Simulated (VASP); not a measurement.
Given:

```yaml
crystal:
  lattice:
    - [4.65308, 0.00000, 0.00000]
    - [0.00000, 4.65308, 0.00000]
    - [0.00000, 0.00000, 3.07267]
  atoms:
    - { symbol: Mg, position: [0.00000, 0.00000, 0.00000] }
    - { symbol: Mg, position: [0.50000, 0.50000, 0.50000] }
    - { symbol: F, position: [0.30276, 0.30276, 0.00000] }
    - { symbol: F, position: [0.80276, 0.19724, 0.50000] }
    - { symbol: F, position: [0.19724, 0.80276, 0.50000] }
    - { symbol: F, position: [0.69724, 0.69724, 0.00000] }
```

The numbers are results of PBE GGA with D3 dispersion (zero damping), VASP's PBE PAW potentials (set 64) (plane waves; VASP), not measurements. Settings: 520 eV cut-off, 6×6×8 Γ-centred mesh, tetrahedra with Blöchl corrections, potentials Mg F.

Problem. Predict the energy per atom (σ→0), band gap (on the k-mesh) with the smallest direct gap where there is one.

Solution. 
```json
{
 "band gap (on the k-mesh)": "6.96 eV",
 "smallest direct gap (on the k-mesh)": "6.96 eV",
 "energy per atom (σ→0)": "-5.380 eV/atom"
}
```

Total energies compare only between runs with the same potentials, cut-off and functional.

The compound is MgF2 in the rutile structure. It was relaxed first.
